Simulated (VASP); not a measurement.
OSZICAR of a VASP run on RuAs (relaxed from the CsCl type structure, space group Pm-3m):

### OSZICAR
```
       N       E                     dE             d eps       ncg     rms          rms(c)
DAV:   1     0.587830615748E+02    0.58783E+02   -0.94895E+03  1736   0.109E+03
DAV:   2    -0.416927135848E+02   -0.10048E+03   -0.97766E+02  1726   0.289E+02
DAV:   3    -0.441583472963E+02   -0.24656E+01   -0.23837E+01  1729   0.449E+01
DAV:   4    -0.441898634320E+02   -0.31516E-01   -0.31409E-01  1874   0.470E+00
DAV:   5    -0.441903700168E+02   -0.50658E-03   -0.50633E-03  1828   0.436E-01    0.730E+00
DAV:   6    -0.387071733257E+02    0.54832E+01   -0.93330E+00  1484   0.354E+01    0.628E+00
DAV:   7    -0.382816044119E+02    0.42557E+00   -0.18057E+00  1456   0.142E+01    0.124E+00
DAV:   8    -0.382422049194E+02    0.39399E-01   -0.27361E-01  1551   0.410E+00    0.623E-01
DAV:   9    -0.382060354302E+02    0.36169E-01   -0.28270E-01  1565   0.422E+00    0.461E-01
DAV:  10    -0.382902874593E+02   -0.84252E-01   -0.42636E-02  1524   0.194E+00    0.151E-01
DAV:  11    -0.382923073516E+02   -0.20199E-02   -0.35503E-03  1857   0.452E-01    0.846E-02
DAV:  12    -0.382948696905E+02   -0.25623E-02   -0.34524E-03  1536   0.525E-01    0.283E-02
DAV:  13    -0.382950190575E+02   -0.14937E-03   -0.76648E-04  1574   0.194E-01    0.231E-02
DAV:  14    -0.382952128025E+02   -0.19374E-03   -0.18689E-04  1604   0.995E-02    0.710E-03
DAV:  15    -0.382952349092E+02   -0.22107E-04   -0.17786E-05  1634   0.341E-02    0.334E-03
DAV:  16    -0.382952364369E+02   -0.15277E-05   -0.93609E-07   976   0.100E-02    0.261E-03
DAV:  17    -0.382952375774E+02   -0.11405E-05   -0.17613E-06  1168   0.108E-02    0.126E-03
DAV:  18    -0.382952376736E+02   -0.96123E-07   -0.30802E-07   728   0.546E-03
   1 F= -.38295238E+02 E0= -.38295170E+02  d E =-.382952E+02
       N       E                     dE             d eps       ncg     rms          rms(c)
DAV:   1    -0.137416314993E+03   -0.99121E+02   -0.18800E+03  1456   0.495E+02    0.146E+02
DAV:   2    -0.423741311466E+02    0.95042E+02   -0.23801E+02  1476   0.236E+02    0.318E+01
DAV:   3    -0.394125547228E+02    0.29616E+01   -0.11282E+01  1721   0.401E+01    0.220E+01
DAV:   4    -0.370832292119E+02    0.23293E+01   -0.53935E+00  1546   0.194E+01    0.952E+00
DAV:   5    -0.378640807270E+02   -0.78085E+00   -0.34402E-01  1726   0.700E+00    0.565E+00
DAV:   6    -0.377909237897E+02    0.73157E-01   -0.61301E-02  1729   0.293E+00    0.296E+00
DAV:   7    -0.378911902329E+02   -0.10027E+00   -0.90703E-02  1676   0.376E+00    0.617E-01
DAV:   8    -0.379030930767E+02   -0.11903E-01   -0.33420E-02  1526   0.270E+00    0.222E-01
DAV:   9    -0.379174784912E+02   -0.14385E-01   -0.59798E-03  1721   0.113E+00    0.110E-01
DAV:  10    -0.379178849087E+02   -0.40642E-03   -0.52934E-04  1660   0.296E-01    0.369E-02
DAV:  11    -0.379180090262E+02   -0.12412E-03   -0.38700E-05  1676   0.820E-02    0.108E-02
DAV:  12    -0.379180153556E+02   -0.63294E-05   -0.35836E-06  1620   0.280E-02    0.240E-03
DAV:  13    -0.379180164733E+02   -0.11176E-05   -0.14651E-06  1140   0.166E-02    0.799E-04
DAV:  14    -0.379180165766E+02   -0.10330E-06   -0.85639E-08   853   0.344E-03
   2 F= -.37918017E+02 E0= -.37918514E+02  d E =0.377221E+00
       N       E                     dE             d eps       ncg     rms          rms(c)
DAV:   1    -0.756940517129E+02   -0.37776E+02   -0.55592E+02  1516   0.341E+02    0.314E+02
DAV:   2    -0.533333722661E+02    0.22361E+02   -0.44599E+02  1713   0.180E+02    0.125E+02
DAV:   3    -0.399760644382E+02    0.13357E+02   -0.30329E+01  1496   0.574E+01    0.930E+01
DAV:   4    -0.402329451465E+02   -0.25688E+00   -0.94595E-01  1811   0.101E+01    0.815E+01
DAV:   5    -0.399230548795E+02    0.30989E+00   -0.10320E+00  1521   0.107E+01    0.312E+01
DAV:   6    -0.399735523815E+02   -0.50498E-01   -0.33230E-01  1886   0.494E+00    0.138E+00
DAV:   7    -0.399866519600E+02   -0.13100E-01   -0.42116E-02  1566   0.219E+00    0.312E+00
DAV:   8    -0.399925769026E+02   -0.59249E-02   -0.95307E-03  1516   0.104E+00    0.154E+00
DAV:   9    -0.399941895739E+02   -0.16127E-02   -0.10186E-02  1661   0.106E+00    0.341E-01
DAV:  10    -0.399944435357E+02   -0.25396E-03   -0.12070E-03  1566   0.438E-01    0.690E-02
DAV:  11    -0.399945122674E+02   -0.68732E-04   -0.64819E-05  2127   0.846E-02    0.401E-02
DAV:  12    -0.399945040575E+02    0.82100E-05   -0.18334E-05  1618   0.525E-02    0.742E-03
DAV:  13    -0.399945053592E+02   -0.13018E-05   -0.46716E-06  1785   0.204E-02    0.141E-02
DAV:  14    -0.399945053958E+02   -0.36556E-07   -0.90811E-07   893   0.111E-02
   3 F= -.39994505E+02 E0= -.39993965E+02  d E =-.169927E+01
       N       E                     dE             d eps       ncg     rms          rms(c)
DAV:   1    -0.400865368739E+02   -0.92032E-01   -0.12627E+00  1491   0.150E+01    0.231E+00
DAV:   2    -0.400297292836E+02    0.56808E-01   -0.54373E-01  1476   0.867E+00    0.113E+00
DAV:   3    -0.400041586097E+02    0.25571E-01   -0.68039E-02  1491   0.305E+00    0.235E-01
DAV:   4    -0.400035802029E+02    0.57841E-03   -0.54524E-03  1521   0.627E-01    0.637E-02
DAV:   5    -0.400035534881E+02    0.26715E-04   -0.38739E-04  1516   0.231E-01    0.491E-02
DAV:   6    -0.400035647250E+02   -0.11237E-04   -0.42634E-04  1626   0.197E-01    0.213E-02
DAV:   7    -0.400036634961E+02   -0.98771E-04   -0.63175E-05  1896   0.752E-02    0.541E-03
DAV:   8    -0.400036656561E+02   -0.21600E-05   -0.59392E-06  1551   0.264E-02    0.329E-03
DAV:   9    -0.400036647266E+02    0.92955E-06   -0.11197E-06  1049   0.126E-02
   4 F= -.40003665E+02 E0= -.40003245E+02  d E =-.170843E+01
       N       E                     dE             d eps       ncg     rms          rms(c)
DAV:   1    -0.400320347303E+02   -0.28369E-01   -0.40910E-01  1486   0.860E+00    0.132E+00
DAV:   2    -0.400147979974E+02    0.17237E-01   -0.18568E-01  1476   0.509E+00    0.680E-01
DAV:   3    -0.400052774673E+02    0.95205E-02   -0.23827E-02  1501   0.182E+00    0.142E-01
DAV:   4    -0.400050926392E+02    0.18483E-03   -0.21672E-03  1511   0.339E-01    0.378E-02
DAV:   5    -0.400050657333E+02    0.26906E-04   -0.24498E-04  1496   0.182E-01    0.277E-02
DAV:   6    -0.400050753228E+02   -0.95895E-05   -0.12836E-04  1616   0.107E-01    0.142E-02
DAV:   7    -0.400051089925E+02   -0.33670E-04   -0.22520E-05  1861   0.451E-02    0.311E-03
DAV:   8    -0.400051087776E+02    0.21482E-06   -0.16427E-06  1093   0.136E-02
   5 F= -.40005109E+02 E0= -.40004779E+02  d E =-.170987E+01
```

Which electronic solver shows in the log?

It is blocked Davidson (ALGO = Normal, or the opening steps of other solvers). The INCAR had ALGO = Normal.

Can the final energy be trusted as converged?

The run converged. It stopped with EDIFF = 1E-6, NELM = 100, NSW = 60 and EDIFFG = -0.01 after 5 ionic steps (r2SCAN meta-GGA, plane waves, VASP's PBE PAW potentials (set 64)). Energy and stress use the plane-wave basis of the starting cell.

The structure was generated: RuAs was put into the CsCl type type (Pm-3m), which need not be its known phase. This run relaxes it. Symmetry was kept, so distortions that lower it aren't found. The electron count is odd and the run is not spin-polarised, which forces a metal.
